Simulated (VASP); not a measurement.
OSZICAR of a VASP run on Y3Mo (space group Fm-3m):

OSZICAR:
```
       N       E                     dE             d eps       ncg     rms          rms(c)
DAV:   1     0.219039813279E+03    0.21904E+03   -0.18144E+04   608   0.107E+03
DAV:   2    -0.775823362652E+01   -0.22680E+03   -0.22041E+03   632   0.322E+02
DAV:   3    -0.279521035316E+02   -0.20194E+02   -0.19243E+02   936   0.538E+01
DAV:   4    -0.290871592576E+02   -0.11351E+01   -0.11058E+01   800   0.124E+01
DAV:   5    -0.291157059368E+02   -0.28547E-01   -0.28409E-01   800   0.182E+00    0.368E+01
DAV:   6    -0.279269875743E+02    0.11887E+01   -0.27362E+00   696   0.739E+00    0.268E+01
DAV:   7    -0.311940351851E+02   -0.32670E+01   -0.27160E+01   696   0.135E+01    0.166E+01
DAV:   8    -0.275137634706E+02    0.36803E+01   -0.23923E+01   700   0.113E+01    0.497E+00
DAV:   9    -0.275857923269E+02   -0.72029E-01   -0.12881E+00   704   0.316E+00    0.158E+00
DAV:  10    -0.275797843983E+02    0.60079E-02   -0.48277E-02   844   0.979E-01    0.919E-01
DAV:  11    -0.275790679374E+02    0.71646E-03   -0.11963E-02   708   0.601E-01    0.343E-01
DAV:  12    -0.275790198131E+02    0.48124E-04   -0.84635E-04   804   0.132E-01    0.115E-01
DAV:  13    -0.275790425332E+02   -0.22720E-04   -0.59926E-04   756   0.120E-01    0.671E-02
DAV:  14    -0.275790159873E+02    0.26546E-04   -0.10642E-04   700   0.500E-02    0.273E-02
DAV:  15    -0.275790118331E+02    0.41542E-05   -0.24362E-05   724   0.249E-02    0.456E-03
DAV:  16    -0.275790116203E+02    0.21276E-06   -0.95145E-07   388   0.568E-03
   1 F= -.27579012E+02 E0= -.27433925E+02  d E =-.290173E+00
```

Which electronic solver shows in the log?

It is blocked Davidson (ALGO = Normal, or the opening steps of other solvers). The INCAR had ALGO = Normal.

Can the final energy be trusted as converged?

Self-consistency was reached. It stopped with EDIFF = 1E-6, NELM = 100 (PBE GGA, plane waves, VASP's PBE PAW potentials (set 64)).

The structure was generated: Y3Mo was put into an ordered model structure, which need not be its known phase. The cell was not relaxed at this level, and its volume differs by -5.9 % from the start's. The electron count is odd and the run is not spin-polarised, which forces a metal.
